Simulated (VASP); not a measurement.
A convergence study with VASP on CsBr (space group no. 221 when undisturbed): a few settings are varied, all else stays as given below, so the limit is that of these other settings. One atom is moved off its site, so that forces are finite.

```yaml
crystal:
  lattice:
    - [4.26855, 0.00000, 0.00000]
    - [0.00000, 4.26855, 0.00000]
    - [0.00000, 0.00000, 4.26855]
  atoms:
    - { symbol: Cs, position: [0.00000, 0.00000, 0.01171] }
    - { symbol: Br, position: [0.50000, 0.50000, 0.50000] }
```

Level of theory: PBE GGA, VASP's PBE PAW potentials (set 64) (plane waves; VASP). The last row used: 300 eV cut-off, 17×17×17 Γ-centred mesh shifted by (0.5, 0.5, 0.5), Fermi-Dirac smearing of 0.020 eV, potentials Cs_sv Br.

```tsv
setting	E (eV/atom)	pressure (GPa)	largest force (eV/Å)	irreducible k-points
2×2×2 mesh	___	___	___	1
3×3×3 mesh	-3.0033	1.24	0.049	6
4×4×4 mesh	___	___	0.048	6
5×5×5 mesh	-2.9982	1.30	0.048	18
6×6×6 mesh	-2.9981	1.30	0.048	18
7×7×7 mesh	-2.9981	1.30	0.048	40
8×8×8 mesh	-2.9982	1.30	0.048	40
9×9×9 mesh	-2.9981	1.30	0.048	75
10×10×10 mesh	-2.9982	1.30	0.048	75
11×11×11 mesh	-2.9981	1.30	0.048	126
12×12×12 mesh	-2.9981	1.30	0.048	126
14×14×14 mesh	-2.9981	1.30	0.048	196
15×15×15 mesh	-2.9981	1.30	0.048	288
17×17×17 mesh	-2.9981	1.30	0.048	405
```

Complete the blanks.

- 2×2×2 mesh, E (eV/atom): -3.0624
- 2×2×2 mesh, pressure (GPa): 0.69
- 2×2×2 mesh, largest force (eV/Å): 0.060
- 4×4×4 mesh, E (eV/atom): -2.9987
- 4×4×4 mesh, pressure (GPa): 1.29

Left out are rungs that failed or repeat a setting and relaxations that didn't move; long series are thinned to 24 rows.

The structure is a typed CsBr crystal (space group no. 221). The cell was not relaxed at this level, it is distorted from the ideal structure.
